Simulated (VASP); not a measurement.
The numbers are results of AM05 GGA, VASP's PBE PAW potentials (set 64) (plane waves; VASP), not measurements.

VASP ran on this input.

**KPOINTS**
```
Automatic mesh
0
Gamma
9 9 6
0 0 0
```

INCAR:
```
! general
SYSTEM  = NiSb
PREC    = Accurate
ENCUT   = 520
LREAL   = .FALSE.   ! projection in real space or not
LASPH   = .TRUE.   ! aspherical one-centre terms

! electronic loop
EDIFF   = 1E-7
NELM    = 100   ! most electronic steps
ALGO    = Normal
LMAXMIX = 4

! smearing
ISMEAR  = 1   ! Methfessel-Paxton
SIGMA   = 0.1

! functional
GGA     = AM   ! AM05

! ions
IBRION  = 2   ! conjugate gradients
NSW     = 30   ! most ionic steps
ISIF    = 4   ! ions and shape, fixed volume
EDIFFG  = -0.01   ! ionic stop

! output
LWAVE   = .FALSE.
LCHARG  = .FALSE.
```

File POSCAR:
```
NiSb
1
    1.9134900861    -3.3142622060     0.0000000000
    1.9134900861     3.3142622060     0.0000000000
    0.0000000000     0.0000000000     4.9704361903
Ni Sb
2 2
Direct
  0.0000000000   1.0000000000   0.5000000000
  0.0000000000   1.0000000000   1.0000000000
  0.3333330000   0.6666670000   0.2500000000
  0.6666670000   0.3333330000   0.7500000000
```

POTCAR, in this order: Ni Sb (PBE.64 set). Program: vasp_std.

Unless said otherwise, spin-orbit coupling is left out, though it shifts the bands of the heavy elements here.

Task: What does the run give for the energy per atom (σ→0), band gap (on the k-mesh)?

Result: 
```json
{
  "energy per atom (σ→0)": "-5.384 eV/atom",
  "band gap (on the k-mesh)": "none (metal, semimetal or under 0.01 eV)"
}
```

File OSZICAR:
```
...
DAV:   1    -0.215371670485E+02   -0.35313E-03   -0.80509E-03  1905   0.732E-01    0.108E-01
DAV:   2    -0.215370082512E+02    0.15880E-03   -0.40586E-04  2437   0.370E-01    0.747E-02
DAV:   3    -0.215369683670E+02    0.39884E-04   -0.41955E-04  1993   0.405E-01    0.592E-02
DAV:   4    -0.215369099078E+02    0.58459E-04   -0.13174E-04  2371   0.212E-01    0.650E-03
DAV:   5    -0.215369106677E+02   -0.75991E-06   -0.13863E-05  1936   0.458E-02    0.414E-03
DAV:   6    -0.215369105315E+02    0.13616E-06   -0.45023E-07  2026   0.903E-03    0.281E-03
DAV:   7    -0.215369104382E+02    0.93269E-07   -0.70376E-08   989   0.238E-03
   2 F= -.21536910E+02 E0= -.21537021E+02  d E =-.965536E-04
```

The compound is NiSb in the NiAs type structure. This cell is one point of a volume scan, at 0.94 of the reference volume. Symmetry was kept, so distortions that lower it aren't found. The run is not spin-polarised, so no magnetic state was tried.
